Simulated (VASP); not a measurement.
Set up this calculation in VASP 6.6.1, as the native input.

- Task: single point
- Functional: PBE
- Potentials or basis: VASP PAW PBE potentials, release 64 (Mg, Si, Cu)
- Cutoff: 520 eV
- k mesh: 2 × 2 × 2
- Occupations: fermi-dirac, width 0.05 eV
- Spin: no spin polarisation
- Dipole correction: no
- Further INCAR settings: ALGO = Normal; EDIFF = 1e-06; NBANDS = 34

The structure of Mg8CuSi4 (a cell with a defect) lies in POSCAR:

```
Mg8CuSi4
1.0
    6.3500000000      0.0000000000      0.0000000000
    0.0000000000      6.3500000000      0.0000000000
    0.0000000000      0.0000000000      6.3500000000
Mg Si Cu
8 4 1
Direct
    0.3515433071      0.1476535433      0.1789291339
    0.6818582677      0.7786614173      0.7862677165
    0.6714488189      0.7717795276      0.2472913386
    0.2489606299      0.2477637795      0.7807874016
    0.7083622047      0.2362204724      0.7273070866
    0.2031653543      0.6905354331      0.3011338583
    0.2456850394      0.6940157480      0.7431811024
    0.9245354331      0.4389291339      0.0897165354
   -0.0036850394      0.0228818898      0.0088188976
    0.4449606299      0.5161732283      0.0455905512
    0.4575275591     -0.0295748031      0.5093070866
   -0.0644251969      0.5102992126      0.5041259843
    0.0372283465     -0.0321889764      0.5583307087
```

These files were run (other wordings do the same):

INCAR

```
PREC = Accurate ; ENCUT = 520
EDIFF = 1E-6 ; ISMEAR = -1
SIGMA = 0.05 ; LREAL = F
LASPH = T ; NELM = 60
ALGO = Normal ; ISIF = 2
LWAVE = F ; LCHARG = F
GGA = PE ; NBANDS = 34
```

KPOINTS

```
regular mesh
0
Gamma
  2 2 2
```

Potentials or basis: VASP PAW PBE potentials, release 64 (Mg, Si, Cu).

The run is started by

```bash
$ cat potpaw_PBE.64/Mg/POTCAR potpaw_PBE.64/Si/POTCAR potpaw_PBE.64/Cu/POTCAR > POTCAR
$ mpirun -np 1 vasp_std > vasp.out
```

It gave:

The pressure is 4.5 GPa, the largest force is 1.711 eV/Å and the band gap on the k mesh is none (metal or under the smearing width).

Caveat: the k mesh is coarse (spacing up to 0.49 Å⁻¹), so the values aren't converged.

Wall time 74 s on 1 thread of Intel(R) Xeon(R) Platinum 8488C (Sapphire Rapids) (shared host), peak memory 0.34 GiB.
